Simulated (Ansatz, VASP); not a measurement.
La3InB in VASP and in Ansatz

The input INCAR:

```
SYSTEM = La3InB
ALGO     = Normal         ! electronic algorithm
EDIFF    = 1E-6           ! SCF threshold, eV
ENCUT    = 520            ! plane-wave cutoff, eV
GGA      = PS             ! functional
ISIF     = 2              ! what is computed and relaxed
ISMEAR   = 0              ! smearing method
IVDW     = 12             ! dispersion correction
LASPH    = .TRUE.         ! aspherical terms in the spheres
LCHARG   = .FALSE.        ! write CHGCAR
LREAL    = .FALSE.        ! projectors in reciprocal space
LWAVE    = .FALSE.        ! write WAVECAR
NBANDS   = 32             ! bands
NELM     = 100            ! most SCF steps
PREC     = Accurate       ! precision mode
SIGMA    = 0.01           ! smearing width, eV
```

Contents of KPOINTS:

```
k-points
0
G
  3 3 3
  0 0 0
```

POSCAR

```
La3InB
1.0
    5.3289490000      0.0000000000      0.0000000000
    0.0000000000      5.3289490000      0.0000000000
    0.0000000000      0.0000000000      5.3289490000
La In B
3 1 1
Direct
    0.5000000000      0.0000000000      0.5000000000
    0.0000000000      0.5000000000      0.5000000000
    0.5000000000      0.5000000000      0.0000000000
    0.0000000000      0.0000000000      0.0000000000
    0.5000000000      0.5000000000      0.5000000000
```

Input for Ansatz:

```yaml
crystal:
  lattice:
    bravais: cubic
    a: 5.328949
  space_group: 221
  atoms:
    - { symbol: La, position: [0.5, 0.0, 0.5] }
    - { symbol: In, position: [0.0, 0.0, 0.0] }
    - { symbol: B, position: [0.5, 0.5, 0.5] }
kpoints:
  mp_grid:
    grid: [3, 3, 3]
hamiltonian:
  xc: pbesol
  dispersion: d3bj
  pseudopotentials:
    kind: paw
scf:
  convergence:
    dr2_threshold: 1.0e-05
  mixing:
    algorithm: msr1
    beta: 0.3
  occupations:
    method: gaussian
    width: 0.01
  eigensolver:
    kind: davidson
output:
  forces: true
  stress: true
  eigenvalues: true
```

The cell comes from a database or a generator and needn't be the stable form of this composition.

Alike in both runs: task single point; functional PBEsol; dispersion D3(BJ); k mesh 3 × 3 × 3; occupations gaussian, width 0.01 eV; no spin polarisation.

```csv
,VASP,Ansatz
version,VASP 6.6.1,Ansatz 0.2.0
potentials or method,"VASP PAW PBE potentials, release 64 (La, In_d, B)","plane waves, PAW"
plane-wave cutoff (eV),520,420
valence electrons in the cell,49,49
```

|  | VASP | Ansatz | Ansatz less VASP |
| --- | --- | --- | --- |
| gap on the k mesh at the Fermi level (eV) | none | none | - |
| pressure (GPa) | -4.5 | -4.5 | 0.00 |
| dispersion energy (meV/atom) | -386.1 | -386.3 | -0.15 |

A gap of «none» marks a metal or a gap that the smearing closes. Ansatz warned: «force_scf_threshold_loose».

Caveats: the k mesh is coarse (spacing up to 0.39 Å⁻¹), so the values aren't converged; the PAW data sets were made with another functional, which shifts forces and pressure a little (VASP); pairwise dispersion overbinds metals, which lowers pressure and volume. The runs have no spin-orbit coupling, so splittings on La are missing.
